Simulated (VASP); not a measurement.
Data:

```
CELL_PARAMETERS angstrom
     11.56740     0.00000     0.00000
      0.00000    11.56740     0.00000
      0.00000     0.00000    11.56740
ATOMIC_POSITIONS crystal
  Ge 0.50060 0.99997 0.00027
  Ge 0.62346 0.12497 0.12494
  Ge 0.75091 0.25085 0.00142
  Ge 0.87277 0.37458 0.12541
  Ge 0.75096 0.00162 0.25061
  Ge 0.87291 0.12515 0.37475
  Ge 0.00085 0.00092 0.00085
  Ge 0.12413 0.12432 0.12422
  Ge 0.25077 0.25072 0.00013
  Ge 0.37380 0.37397 0.12372
  Ge 0.50094 0.50106 0.00078
  Ge 0.62412 0.62441 0.12390
  Ge 0.75095 0.75080 0.00035
  Ge 0.87407 0.87427 0.12424
  Ge 0.25046 0.99989 0.25041
  Ge 0.37367 0.12327 0.37365
  Ge 0.49897 0.25135 0.25148
  Ge 0.62240 0.37489 0.37561
  Ge 0.74948 0.50163 0.25194
  Ge 0.87440 0.62444 0.37385
  Ge 0.50096 0.00080 0.50100
  Ge 0.62458 0.12328 0.62462
  Ge 0.74979 0.25150 0.50195
  Ge 0.87453 0.37378 0.62448
  Ge 0.75125 0.99999 0.75105
  Ge 0.87423 0.12435 0.87419
  Ge 0.00050 0.50021 0.00028
  Ge 0.12508 0.62347 0.12494
  Ge 0.25067 0.75085 0.00113
  Ge 0.37440 0.87264 0.12500
  Ge 0.00015 0.25072 0.25080
  Ge 0.12374 0.37392 0.37385
  Ge 0.25157 0.49927 0.25162
  Ge 0.37551 0.62218 0.37574
  Ge 0.50131 0.74988 0.25181
  Ge 0.62453 0.87453 0.37367
  Ge 0.00049 0.00015 0.50051
  Ge 0.12513 0.12501 0.62349
  Ge 0.25168 0.25140 0.49898
  Ge 0.37594 0.37487 0.62242
  Ge 0.62253 0.62191 0.62209
  Ge 0.74988 0.74989 0.49967
  Ge 0.87306 0.87264 0.62426
  Ge 0.25074 0.00160 0.75105
  Ge 0.37483 0.12514 0.87298
  Ge 0.50212 0.25141 0.74993
  Ge 0.62453 0.37382 0.87455
  Ge 0.74983 0.49958 0.74978
  Ge 0.87289 0.62397 0.87296
  Ge 0.00127 0.75086 0.25053
  Ge 0.12504 0.87266 0.37442
  Ge 0.00082 0.50106 0.50095
  Ge 0.12383 0.62435 0.62425
  Ge 0.25164 0.74993 0.50151
  Ge 0.37365 0.87453 0.62453
  Ge 0.00148 0.25074 0.75080
  Ge 0.12543 0.37452 0.87259
  Ge 0.25210 0.50158 0.74940
  Ge 0.37398 0.62446 0.87426
  Ge 0.50000 0.74973 0.74944
  Ge 0.62437 0.87256 0.87281
  Ge 0.00033 0.75078 0.75102
  Ge 0.12425 0.87425 0.87413
  P  0.50018 0.49970 0.49997
```
Cell charge +1.

Level of theory: HSE06 screened hybrid, VASP's PBE PAW potentials (set 64) (plane waves; VASP). Settings: PREC = Normal, LREAL = Auto, ISYM = 0, NELECT = 256.0, EDIFF = 1E-5, 400 eV cut-off, 1×1×1 Γ-centred mesh, Gaussian smearing of 0.050 eV, potentials Ge P.

The cell is charged, with a uniform compensating background. The supercell is sampled at Γ alone, which is coarse: total energies, pressure and levels can be off, energies of defects by several tenths of an eV.

Task: Estimate the energy per atom (σ→0), largest force.

Result: 
```yaml
energy per atom (σ→0): -5.274 eV/atom
largest_force: 0.425 eV/Å
```

The cell is a supercell with a defect, built from Ge (diamond): P_Ge, charge +1. The cell's shape comes from a PBE relaxation. The run is not spin-polarised, so no state with unpaired spins was tried.
